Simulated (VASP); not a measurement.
Write the native input for VASP 6.6.1 that does the following.

* Task: band structure
* Functional: r2SCAN
* Potentials or basis: VASP PAW PBE potentials, release 64 (In_d, As)
* Cutoff: 520 eV
* k mesh: 10 × 10 × 10
* Occupations: gaussian, width 0.03 eV
* Spin: no spin polarisation
* Further INCAR settings: ALGO = Normal; EDIFF = 1e-06; NBANDS = 16

The structure of InAs lies in POSCAR:

```
InAs                                    
1.0
    0.0000000000      3.0454540627      3.0454540627
    3.0454540627      0.0000000000      3.0454540627
    3.0454540627      3.0454540627      0.0000000000
  In              As            
     1     1
Direct
     0.0000000000000000    0.0000000000000000    0.0000000000000000
     0.2500000000000000    0.2500000000000000    0.2500000000000000
```

One way to write it, as run:

INCAR

```
  PREC = Accurate
  ENCUT = 520
  EDIFF = 1E-6
  ISMEAR = 0
  SIGMA = 0.03
  LREAL = F
  LASPH = T
  NELM = 80
  ALGO = Normal
  ISIF = 2
  LWAVE = F
  LCHARG = F
  METAGGA = R2SCAN
  LMIXTAU = T
  NBANDS = 16
```

KPOINTS

```
regular mesh
0
Gamma
  10 10 10
```

KPOINTS_OPT

```
explicit points
209
Reciprocal
 0.0000000000  0.0000000000  0.0000000000 1
 0.0263157895  0.0000000000  0.0263157895 1
 0.0526315789  0.0000000000  0.0526315789 1
 0.0789473684  0.0000000000  0.0789473684 1
 0.1052631579  0.0000000000  0.1052631579 1
 0.1315789474  0.0000000000  0.1315789474 1
[... 201 lines left out ...]
 0.4250000000  0.0000000000  0.4250000000 1
 0.4500000000  0.0000000000  0.4500000000 1
```

Potentials or basis: VASP PAW PBE potentials, release 64 (In_d, As).

Command:

```bash
$ cat potpaw_PBE.64/In_d/POTCAR potpaw_PBE.64/As/POTCAR > POTCAR
$ mpirun -np 1 vasp_std > vasp.out
```

Results of the run:

The pressure is 0.5 GPa and the band gap on the k mesh is 0.13 eV, direct. The band gap along the path is 0.13 eV, direct.

Caveat: the PAW data sets were made with another functional, which shifts forces and pressure a little; spin-orbit coupling is left out, which moves the levels of the heavy elements.

It took 4 min on 1 thread of Intel(R) Xeon(R) Platinum 8375C CPU @ 2.90GHz (Ice Lake), with other jobs on the host, peak memory 0.22 GiB.
